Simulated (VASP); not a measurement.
A convergence study with VASP on BaTiO3 (tetragonal perovskite): one setting is varied, all else stays as given below, so the limit is that of these other settings.

```
CELL_PARAMETERS angstrom
      3.99000     0.00000     0.00000
      0.00000     3.99000     0.00000
      0.00000     0.00000     4.04000
ATOMIC_POSITIONS crystal
  Ba 0.00000 0.00000 0.00000
  Ti 0.50000 0.50000 0.51300
  O  0.50000 0.50000 0.97700
  O  0.00000 0.50000 0.48700
  O  0.50000 0.00000 0.48700
```

All values below come from PBE GGA, VASP's PBE PAW potentials (set 64) (plane waves; VASP). The tightest run used: 700 eV cut-off, 14×14×14 Γ-centred mesh, Gaussian smearing of 0.050 eV, potentials Ba_sv Ti_sv O.

The reference is 14×14×14 mesh, which took about 8 core-minutes. Times come from single runs on busy shared machines, so they are rough: good to a factor of about 2.

Q: Of the settings 1×1×1 mesh; 2×2×2 mesh; 3×3×3 mesh; 4×4×4 mesh; 5×5×5 mesh; 6×6×6 mesh; 7×7×7 mesh; 8×8×8 mesh; 9×9×9 mesh; 10×10×10 mesh; 11×11×11 mesh; 12×12×12 mesh; 13×13×13 mesh; 14×14×14 mesh, which is the lowest that keeps the difference from the reference in E (eV/atom) within 0.005 from there on, and what does it cost?

A: 4×4×4 mesh; its cost over the reference is about 1/10.
| setting | difference in E (eV/atom) | cost over the reference |
|---|---|---|
| 1×1×1 mesh | 3.1867 | about 1/40 |
| 2×2×2 mesh | 0.1245 | about 1/30 |
| 3×3×3 mesh | 0.0138 | about 1/30 |
| 4×4×4 mesh | 0.0019 | about 1/10 |
| 5×5×5 mesh | 0.0003 | about 1/10 |
| 6×6×6 mesh | 0.0000 | about 1/7 |
| 7×7×7 mesh | 0.0000 | about 1/7 |
| 8×8×8 mesh | 0.0000 | about 1/4 |
| 9×9×9 mesh | 0.0000 | about 1/4 |
| 10×10×10 mesh | 0.0000 | about 1/2 |
| 11×11×11 mesh | 0.0000 | about 1/2 |
| 12×12×12 mesh | 0.0000 | within a factor of 2 |
| 13×13×13 mesh | 0.0000 | within a factor of 2 |
| 14×14×14 mesh | 0.0000 | reference |

Left out are rungs that failed or repeat a setting and relaxations that didn't move; long series are thinned to 24 rows.

The compound is BaTiO3 in the tetragonal perovskite structure. The cell was not relaxed at this level, forces remain on its atoms.
